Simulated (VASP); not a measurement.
Method: PBEsol GGA, VASP's PBE PAW potentials (set 64) (plane waves; VASP 6.6.1).

Input for VASP

INCAR:
```
! general
SYSTEM   =  Cd3ZnS4
PREC     =  Accurate
ENCUT    =  400
LREAL    =  .False.
LASPH    =  .True.

! electronic loop
EDIFF    =  1E-7   ! SCF stop (eV)
NELM     =  100   ! most electronic steps
ALGO     =  Normal   ! blocked Davidson
LMAXMIX  =  4   ! l cut-off of mixed one-centre charges

! smearing
ISMEAR   =  -5   ! tetrahedra, Bloechl

! functional
GGA      =  PS

! ions
ISIF     =  2   ! forces and stress, cell fixed

! output
LWAVE    =  .False.
LCHARG   =  .True.
LORBIT   =  11   ! lm-projected
NEDOS    =  601   ! DOS grid

! other
LEFG     =  .True.
```

POSCAR:
```
Cd3ZnS4
1
    0.0000000000     2.8491815614     2.8491815614
    2.8491815614     0.0000000000     2.8491815614
   11.4501655990    11.4501655990    -0.0534393533
Zn S Cd
1 4 3
Direct
  0.9990991584   0.9990991584   0.0006756312
  0.2672748505   0.2672748505   0.0495438621
  0.2540147897   0.2540147897   0.3094889077
  0.2422877115   0.2422877115   0.5682842164
  0.2318157967   0.2318157967   0.8261381525
  0.0136770783   0.0136770783   0.2397421913
  0.0016747604   0.0016747604   0.4987439297
  0.9901558545   0.9901558545   0.7573831091
```

KPOINTS:
```
K-points
0
gamma
 8 8 2
0 0 0
```

POTCAR, in this order: Zn S Cd (PBE.64 set). Program: vasp_std.

Estimate the energy per atom (σ→0), band gap (on the k-mesh).

| Quantity | Result |
|---|---|
| energy per atom (σ→0) | -3.479 eV/atom |
| band gap (on the k-mesh) | 1.11 eV |

### OSZICAR
```
...
DAV:  10    -0.278311188689E+02   -0.29058E-03   -0.26644E-03  2039   0.352E-01    0.176E-01
DAV:  11    -0.278312164633E+02   -0.97594E-04   -0.74886E-04  2039   0.221E-01    0.598E-02
DAV:  12    -0.278312436626E+02   -0.27199E-04   -0.11308E-04  1890   0.600E-02    0.258E-02
DAV:  13    -0.278312458252E+02   -0.21626E-05   -0.10708E-05  2005   0.150E-02    0.164E-02
DAV:  14    -0.278312480950E+02   -0.22698E-05   -0.38696E-06  1871   0.110E-02    0.919E-03
DAV:  15    -0.278312480600E+02    0.34905E-07   -0.13302E-06  1741   0.505E-03    0.217E-03
DAV:  16    -0.278312480926E+02   -0.32502E-07   -0.12666E-07  1100   0.201E-03
   1 F= -.27831248E+02 E0= -.27831248E+02  d E =0.000000E+00
```

The structure was generated: Cd3ZnS4 was put into an ordered model structure (R3m), which need not be its known phase. It was relaxed first.
